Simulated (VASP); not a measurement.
Input:

```xyz
4
Lattice="3.7832 0.0000 0.0000 0.0000 3.7832 0.0000 0.0000 0.0000 3.7832" Properties=species:S:1:pos:R:3 pbc="T T T"
Ti     0.0000     0.0000     0.0000
Pt     0.0000     1.8916     1.8916
Pt     1.8916     0.0000     1.8916
Pt     1.8916     1.8916     0.0000
```

Calculation: PBEsol GGA, VASP's PBE PAW potentials (set 64) (plane waves; VASP). Numerical set-up: 500 eV cut-off, 8×8×8 Γ-centred mesh, first-order Methfessel-Paxton smearing of 0.10 eV, potentials Ti_sv Pt.

Energy and stress use the plane-wave basis of the starting cell.

**Question.** The ions, cell shape and volume at an external pressure of 45.0 GPa are relaxed. Predict the relaxed structure.

**Answer.** 
```xyz
4
Lattice="3.7412 0.0000 0.0000 0.0000 3.7412 0.0000 0.0000 0.0000 3.7412" Properties=species:S:1:pos:R:3 pbc="T T T"
Ti     0.0000     0.0000     0.0000
Pt     0.0000     1.8706     1.8706
Pt     1.8706     0.0000     1.8706
Pt     1.8706     1.8706     0.0000
```
Space group Pm-3m (221), at a tolerance of 0.03 Å.

**Question.** How do energy and volume change from the first to the last step?

**Answer.** The energy (σ→0) changes by +103.4 meV/atom and the volume by -3.3 %, in 4 ionic steps.

```tsv
step	E(σ→0) (eV)	max force (eV/Å)	pressure (GPa)	volume (Å³)
1	-32.3178	0.000	29.92	54.15
2	-27.6252	0.000	149.18	44.77
3	-31.9337	0.000	43.81	52.47
4	-31.9040	0.000	44.76	52.36
```

The compound is Pt3Ti in the L1_2 structure. This run relaxes it under an external pressure of 45 GPa. Symmetry was kept, so distortions that lower it aren't found.
